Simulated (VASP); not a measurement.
Here is the system:

```yaml
crystal:
  lattice:
    - [4.26595, 0.00000, 0.00000]
    - [0.00000, 4.26595, 0.00000]
    - [0.00000, 0.00000, 4.26595]
  atoms:
    - { symbol: Ba, position: [0.00000, 0.00000, 0.00000] }
    - { symbol: Hf, position: [0.50000, 0.50000, 0.50000] }
    - { symbol: O, position: [0.50000, 0.00000, 0.50000] }
    - { symbol: O, position: [0.00000, 0.50000, 0.50000] }
    - { symbol: O, position: [0.50000, 0.50000, 0.00000] }
```

These are PBE GGA with D3 dispersion (zero damping), VASP's PBE PAW potentials (set 64) (plane waves; VASP 6.6.1) values and carry that method's errors. Numerical set-up: 520 eV cut-off, 5×5×5 Γ-centred mesh, Gaussian smearing of 0.050 eV, potentials Ba_sv Hf_pv O.

Task: Give the stress tensor in GPa (positive for a compressed cell).

Result: 
```
-8.38   0.00   0.00
 0.00  -8.38   0.00
 0.00   0.00  -8.38
```
The pressure is its mean diagonal, -8.38 GPa.

The compound is BaHfO3 in the cubic perovskite structure. This cell is one point of a volume scan, at 1.06 of the reference volume.
